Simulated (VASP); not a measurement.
# Hf3SnS4 (P3m1) in VASP: phonons with PBE

Aim: the phonons of Hf3SnS4 with PBE.

Everything below comes from runs of VASP 6.6.1. Logs are shortened: lines on timing, memory, paths and dates and some standing lists are left out, and cuts for length are marked.

**1. The crystal as given**

Symmetry: P3m1, No. 156, trigonal system. The conventional cell has a = 3.611 Å, b = 3.611 Å, c = 17.495 Å, α = 90.00°, β = 90.00°, γ = 120.00°. Hf (site symmetry 3m) is surrounded by 6 S at 2.55 Å. Hf (site symmetry 3m) is surrounded by 3 S at 2.50 Å. Hf (site symmetry 3m) has 3 S at 2.50 Å as nearest neighbours. Sn (site symmetry 3m) is surrounded by 6 Hf at 3.03 to 3.04 Å. S (site symmetry 3m) is surrounded by 3 Hf at 2.55 Å. S (site symmetry 3m) is surrounded by 3 Hf at 2.55 Å. Around S (site symmetry 3m) lie 3 Hf at 2.50 Å. S (site symmetry 3m) has 3 Hf at 2.50 Å as nearest neighbours.

The cell was built by a generator and needn't be a form met in nature.

**2. Phonons, PBE**

POSCAR

```
Hf3SnS4
1.0
    3.6112710000      0.0000000000      0.0000000000
   -1.8056350000      3.1274520000      0.0000000000
    0.0000000000      0.0000000000     17.4954300000
Hf Sn S
3 1 4
Direct
    0.6666670000      0.3333330000      0.0007190000
    0.3333330000      0.6666670000      0.3735390000
    0.3333330000      0.6666670000      0.6256300000
    0.0000000000      0.0000000000      0.4996010000
    0.0000000000      0.0000000000      0.9171600000
    0.3333330000      0.6666670000      0.0841890000
    0.6666670000      0.3333330000      0.2946190000
    0.6666670000      0.3333330000      0.7045710000
```

INCAR.step1

```
PREC     = Accurate       # precision mode
ENCUT    = 520            # plane-wave cutoff, eV
EDIFF    = 1E-8           # SCF threshold, eV
ISMEAR   = 0              # smearing method
SIGMA    = 0.1            # smearing width, eV
LREAL    = F              # projectors in reciprocal space
LASPH    = T              # aspherical terms in the spheres
NELM     = 100            # most SCF steps
ALGO     = Normal         # electronic algorithm
ISIF     = 3              # what is computed and relaxed
LWAVE    = F              # write WAVECAR
LCHARG   = F              # write CHGCAR
GGA      = PE             # functional
KPAR     = 8            
IBRION   = 2              # ionic algorithm
NSW      = 40             # ionic steps
EDIFFG   = -0.002         # ionic threshold
```

INCAR.step2

```
PREC     = Accurate       # precision mode
ENCUT    = 520            # plane-wave cutoff, eV
EDIFF    = 1E-8           # SCF threshold, eV
ISMEAR   = 0              # smearing method
SIGMA    = 0.1            # smearing width, eV
LREAL    = F              # projectors in reciprocal space
LASPH    = T              # aspherical terms in the spheres
NELM     = 100            # most SCF steps
ALGO     = Normal         # electronic algorithm
ISIF     = 2              # what is computed and relaxed
LWAVE    = F              # write WAVECAR
LCHARG   = F              # write CHGCAR
GGA      = PE             # functional
KPAR     = 8            
IBRION   = 6              # ionic algorithm
NFREE    = 2            
POTIM    = 0.015          # step
NSW      = 1              # ionic steps
```

KPOINTS

```
regular mesh
0
Gamma
  10 10 2
```

Potentials or basis: VASP PAW PBE potentials, release 64 (Hf_pv, Sn_d, S).

The run is started by

```sh
cat potpaw_PBE.64/Hf_pv/POTCAR potpaw_PBE.64/Sn_d/POTCAR potpaw_PBE.64/S/POTCAR > POTCAR
cp INCAR.step1 INCAR
mpirun -np 8 vasp_std > vasp.out
cp CONTCAR POSCAR
cp INCAR.step2 INCAR
mpirun -np 8 vasp_std > vasp.out
```

OUTCAR:

```text
PREC = Accurate
   ENCUT = 520
   EDIFF = 1E-8
   ISMEAR = 0
   LREAL = F
   LASPH = T
   NELM = 100
   ISIF = 2
   GGA = PE
   IBRION = 6
   NFREE = 2
   POTIM = 0.015
   NSW = 1

 ion  position               nearest neighbor table
   1  0.667  0.333  0.001-   6 2.55   6 2.55   6 2.55   5 2.55   5 2.55   5 2.55
   2  0.333  0.667  0.374-   7 2.50   7 2.50   7 2.50   4 3.03   4 3.03   4 3.03
   3  0.333  0.667  0.625-   8 2.50   8 2.50   8 2.50   4 3.03   4 3.03   4 3.03
   4  0.000  0.000  0.499-   3 3.03   3 3.03   3 3.03   2 3.03   2 3.03   2 3.03
   5  0.000  0.000  0.918-   1 2.55   1 2.55   1 2.55
   6  0.333  0.667  0.084-   1 2.55   1 2.55   1 2.55
   7  0.667  0.333  0.296-   2 2.50   2 2.50   2 2.50
   8  0.667  0.333  0.703-   3 2.50   3 2.50   3 2.50

  LATTYP: Found a hexagonal cell.
 ALAT       =     3.6113339119
 C/A-ratio  =     4.8766946598

  Lattice vectors:

 A1 = (   3.6113339119,   0.0000000000,   0.0000000000)
 A2 = (  -1.8056664559,   3.1275064833,   0.0000000000)
 A3 = (  -0.0000000000,   0.0000000000,  17.6113728029)

Analysis of symmetry for initial positions (statically):
=====================================================================
 Subroutine PRICEL returns:
 Original cell was already a primitive cell.

 Routine SETGRP: Setting up the symmetry group for a
 hexagonal supercell.

 Subroutine GETGRP returns: Found  6 space group operations
 (whereof  6 operations were pure point group operations)
 out of a pool of 24 trial point group operations.

The static configuration has the point symmetry C_3v.

Analysis of symmetry for dynamics (positions and initial velocities):
=====================================================================
 Subroutine PRICEL returns:
 Original cell was already a primitive cell.

 Routine SETGRP: Setting up the symmetry group for a
 hexagonal supercell.

 Subroutine GETGRP returns: Found  6 space group operations
 (whereof  6 operations were pure point group operations)
 out of a pool of 24 trial point group operations.

The dynamic configuration has the point symmetry C_3v.

[... 375 lines left out ...]
 Free energy of the ion-electron system (eV)
  ---------------------------------------------------
  ext. energy  EPLUGINS =         0.00000000
  ---------------------------------------------------
  free energy    TOTEN  =       -59.91053706 eV

  energy without entropy =      -59.87183389  energy(sigma->0) =      -59.89118548

 E-fermi :   4.2837     XC(G=0):  -9.3753

 val. band max:        4.2821153717   @ k =   0.5000  -0.0000   0.5000
 cond. band min:       4.2839310682   @ k =   0.4000   0.1000   0.0000
 fundamental gap:      0.0018156966
 Fermi energy:         4.2836714085

 k-point     1 :       0.0000    0.0000    0.0000
  band No.  band energies     occupation
      1     -27.4767      2.00000
      2     -27.3691      2.00000
      3     -27.3691      2.00000
      4     -27.2253      2.00000
      5     -27.2162      2.00000
      6     -27.1351      2.00000
[... 1021 lines left out ...]
     39       7.0711      0.00000
     40       7.1164      0.00000

 [... further k-points ...]

------------------------ aborting loop because EDIFF is reached ----------------------------------------

  FORCE on cell =-STRESS in cart. coord.  units (eV):
  Direction    XX          YY          ZZ          XY          YZ          ZX
  --------------------------------------------------------------------------------------
  -------------------------------------------------------------------------------------
  Total        0.1750420      0.1750419      0.2152637      0.0000000      0.0000000      0.0000000
  in kB        1.4099175      1.4099172      1.7338928      0.0000002      0.0000000      0.0000000
  external PRESSURE =       1.5179091 kB  Pullay stress =       0.0000000 kB
[... 23 lines left out ...]
  FREE ENERGIE OF THE ION-ELECTRON SYSTEM (eV)
  ---------------------------------------------------
  free  energy   TOTEN  =       -59.9105370648 eV

  energy  without entropy=      -59.8718338873  energy(sigma->0) =      -59.89118548

 INTERNAL STRAIN TENSORS FROM DISPLACED ATOMS
 ============================================

 INTERNAL STRAIN TENSOR FOR ION    1 for displacements in x,y,z  (eV/Angst):
          X           Y           Z          XY          YZ          ZX
  --------------------------------------------------------------------------------
  x     0.00000    -0.00000     0.00000     0.02571     0.00000     0.00986
  y     0.02571    -0.02571    -0.00000    -0.00000     0.00985     0.00000
  z    -0.00387    -0.00387    -0.15518    -0.00000    -0.00000     0.00000

 INTERNAL STRAIN TENSOR FOR ION    8 for displacements in x,y,z  (eV/Angst):
          X           Y           Z          XY          YZ          ZX
  --------------------------------------------------------------------------------
  x     0.00000    -0.00000     0.00000     6.84416    -0.00000    -9.24822
  y     6.84416    -6.84416    -0.00000    -0.00000    -9.24823    -0.00000
  z   -11.52526   -11.52525   -14.06524    -0.00000    -0.00000     0.00000

 Eigenvectors and eigenvalues of the dynamical matrix
 ----------------------------------------------------

   1 f  =    9.589565 THz    60.253011 2PiTHz  319.873443 cm-1    39.659235 meV
             X         Y         Z           dx          dy          dz
      1.805669  1.042501  0.016416     0.000000    0.000000   -0.073570
     -0.000001  2.085005  6.592022     0.000000    0.000000    0.059316
     -0.000001  2.085005 11.000215     0.000000    0.000000   -0.014910
     -0.000000  0.000000  8.796273     0.000000    0.000000   -0.003419
     -0.000000  0.000000 16.166035     0.000000    0.000000   -0.603775
     -0.000001  2.085005  1.476890    -0.000000   -0.000000    0.778418
      1.805669  1.042501  5.211282    -0.000000    0.000000   -0.137415
      1.805669  1.042501 12.381164    -0.000000   -0.000000    0.038374
[... 243 lines left out ...]
  24 f/i=    0.012971 THz     0.081498 2PiTHz    0.432659 cm-1     0.053643 meV
             X         Y         Z           dx          dy          dz
      1.805669  1.042501  0.016416    -0.000000   -0.000000    0.503075
     -0.000001  2.085005  6.592022    -0.000000   -0.000000    0.465750
     -0.000001  2.085005 11.000215    -0.000000   -0.000000    0.465875
     -0.000000  0.000000  8.796273    -0.000000   -0.000000    0.379398
     -0.000000  0.000000 16.166035    -0.000000   -0.000000    0.213321
     -0.000001  2.085005  1.476890    -0.000000   -0.000000    0.213233
      1.805669  1.042501  5.211282    -0.000000   -0.000000    0.197501
      1.805669  1.042501 12.381164    -0.000000   -0.000000    0.197557

 ELASTIC MODULI CONTR FROM IONIC RELAXATION (kBar)
 Direction    XX          YY          ZZ          XY          YZ          ZX
 --------------------------------------------------------------------------------
 XX        -616.4913   -208.6665   -661.4931     -0.0001    -83.7041     -0.0000
 YY        -208.6665   -616.4910   -661.4929     -0.0001     83.7040      0.0000
 ZZ        -661.4931   -661.4929  -1177.2767     -0.0001     -0.0000      0.0000
 XY          -0.0001     -0.0001     -0.0001   -203.9123      0.0000    -83.7041
 YZ         -83.7041     83.7040     -0.0000      0.0000   -639.6971     -0.0001
 ZX          -0.0000      0.0000      0.0000    -83.7041     -0.0001   -639.6969
 --------------------------------------------------------------------------------
```

Run time: 40 min. Hardware: 8 MPI ranks of AMD EPYC 9R45 (Zen 5), shared host; peak memory 1.3 GiB.

What came out:

```
Relaxed volume                                          : 24.86 Å³/atom
Relaxed cell                                            : a = 3.611 Å, b = 3.611 Å, c = 17.611 Å, α = 90.00°, β = 90.00°, γ = 120.00°
Space group after relaxing (to 0.05 Å)                  : P3m1 (No. 156)
Highest phonon frequency at Γ, LO-TO splitting left out : 320 cm⁻¹
```

The path:
| step | energy change (eV) | largest force (eV/Å) | pressure (GPa) | volume (Å³) |
| --- | --- | --- | --- | --- |
| 1 | 0.0000 | 0.0045 | -0.01 | 197.59 |
| 2 | 0.0000 | 0.0041 | 0.01 | 197.57 |
| 3 | 0.0000 | 0.0042 | 0.01 | 197.57 |
| 4 | 0.0000 | 0.0032 | 0.01 | 197.57 |
| 5 | 0.0000 | 0.0060 | 0.00 | 197.60 |
| 6 | 0.0000 | 0.0125 | -0.01 | 197.65 |
| 7 | 0.0000 | 0.0110 | -0.01 | 197.64 |
| 8 | 0.0000 | 0.0110 | -0.01 | 197.64 |
| 9 | 0.0000 | 0.0107 | 0.00 | 197.65 |
| 10 | 0.0000 | 0.0104 | 0.00 | 197.67 |
| 11 | 0.0000 | 0.0104 | 0.01 | 197.71 |
| 12 | -0.0001 | 0.0122 | 0.03 | 197.79 |
| 13 | -0.0001 | 0.0112 | 0.02 | 197.83 |
| 14 | -0.0001 | 0.0083 | 0.02 | 197.94 |
| 15 | -0.0001 | 0.0123 | 0.00 | 198.15 |
| 16 | -0.0001 | 0.0214 | -0.04 | 198.58 |
| 17 | -0.0001 | 0.0196 | -0.03 | 198.63 |
| 18 | -0.0002 | 0.0146 | -0.01 | 198.78 |
| 19 | -0.0001 | 0.0226 | 0.03 | 199.08 |
| 20 | -0.0002 | 0.0171 | 0.00 | 198.87 |
| 21 | -0.0002 | 0.0127 | 0.00 | 198.88 |
| 22 | -0.0002 | 0.0060 | 0.00 | 198.89 |
| 23 | -0.0002 | 0.0074 | 0.00 | 198.92 |
| 24 | -0.0002 | 0.0020 | 0.00 | 198.91 |
| 25 | -0.0002 | 0.0015 | 0.00 | 198.91 |

Final structure:
```
Hf Sn S
1.0
     3.61133    0.00000    0.00000
    -1.80567    3.12751    0.00000
     0.00000    0.00000   17.61137
Hf Sn S
3 1 4
Direct
  0.66667 0.33333 0.00093
  0.33333 0.66667 0.37430
  0.33333 0.66667 0.62461
  0.00000 0.00000 0.49947
  0.00000 0.00000 0.91793
  0.33333 0.66667 0.08386
  0.66667 0.33333 0.29590
  0.66667 0.33333 0.70302
```

Phonon frequencies in cm⁻¹ (negative: imaginary):
| q point | frequencies |
| --- | --- |
| (0.000, 0.000, 0.000) | 0 0 0 5 5 12 48 48 77 77 86 150 150 179 203 203 230 230 248 248 300 307 318 320 |

Caveat: this functional lacks dispersion, which binds the layers, so the pressure and a relaxed spacing across them are unreliable.
